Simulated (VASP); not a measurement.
Given:

```
MgSe
1.0
    0.00000     2.78088     2.78088
    2.78088     0.00000     2.78088
    2.78088     2.78088     0.00000
Mg Se
1 1
Direct
  0.00000   0.00000   0.00000
  0.50000   0.50000   0.50000
```

Calculation: SCAN meta-GGA, VASP's PBE PAW potentials (set 64) (plane waves; VASP). Run with 520 eV cut-off, 8×8×8 Γ-centred mesh, Gaussian smearing of 0.050 eV, potentials Mg Se.

Task: Give the stress tensor in GPa (positive for a compressed cell).

Result: 
```
-3.44   0.00   0.00
 0.00  -3.44   0.00
 0.00   0.00  -3.44
```
The pressure is its mean diagonal, -3.44 GPa.

The compound is MgSe in the rock salt structure. This cell is one point of a volume scan, at 1.06 of the reference volume.
